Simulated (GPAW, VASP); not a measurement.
An input for GPAW (PBEsol, GPAW PAW datasets PBEsol (made by gpaw-setup)):

```
from ase import Atoms
from ase.units import GPa
from gpaw import GPAW, PW

atoms = Atoms(['B', 'P', 'O', 'O', 'O', 'O'],
              cell=[[-2.130002, 2.130002, 3.262593],
                    [2.130002, -2.130002, 3.262593],
                    [2.130002, 2.130002, -3.262593]],
              positions=[[2.078499, 0.016273, 1.665619],
                         [-0.069902, -0.086457, -0.004796],
                         [1.160706, 0.644066, 0.805188],
                         [0.624608, 3.194801, -0.837204],
                         [1.039797, 1.535282, 4.072959],
                         [1.556303, -1.043961, 2.454716]],
              pbc=True)

calc = GPAW(mode=PW(950),
            xc='PBEsol',
            kpts={'size': (6, 6, 6), 'gamma': True},
            occupations={'name': 'fixed-uniform'},
            nbands=-8,
            convergence={'bands': -6},
            symmetry={'symmorphic': False, 'tolerance': 0.0005},
            maxiter=150)

atoms.calc = calc

energy = atoms.get_potential_energy()
print('Energy (eV):', round(energy, 6))
forces = atoms.get_forces()
print('Forces (eV/Ang):')
print(forces.round(5))
stress = atoms.get_stress()
print('Stress (GPa, Voigt):', (stress / GPa).round(4))
```

**Question.** Translate it to VASP.

**Answer.** One set of files that does it:

INCAR:
```
# general
SYSTEM = BPO4
PREC   = Accurate
ENCUT  = 400
LREAL  = F
LASPH  = T

# electronic loop
EDIFF  = 1E-6
NELM   = 100
ALGO   = Normal

# smearing
ISMEAR = 0
SIGMA  = 0.01

# functional
GGA    = PS

# ions
ISIF   = 2

# output
LWAVE  = F
LCHARG = F
```

### KPOINTS
```
K-points
0
gamma
 6 6 6
```

File POSCAR:
```
BPO4
1.0
 -2.1300020000   2.1300020000   3.2625930000
  2.1300020000  -2.1300020000   3.2625930000
  2.1300020000   2.1300020000  -3.2625930000
B P O
1 1 4
direct
  0.2590800000   0.7431700000   0.4917300000
 -0.0210300000  -0.0171440000  -0.0367040000
  0.2745860000   0.3958630000   0.4236550000
  0.6216490000   0.0183180000   0.8965740000
  0.9845850000   0.8682740000   0.6044780000
  0.1311300000   0.7415200000   0.1202680000
```

POTCAR, in this order: B P O (PBE.64 set). Program: vasp_std.

The two runs describe the same crystal, functional and task. Each code takes its own potentials, basis and convergence tests.

Fixed occupations appear in VASP as a very narrow Gaussian smearing.

The structure comes from a computed database's BPO4 entry (I-4); how it stands against other phases isn't given here. The cell was not relaxed at this level, atoms are displaced from their ideal sites, and it may have been scaled.
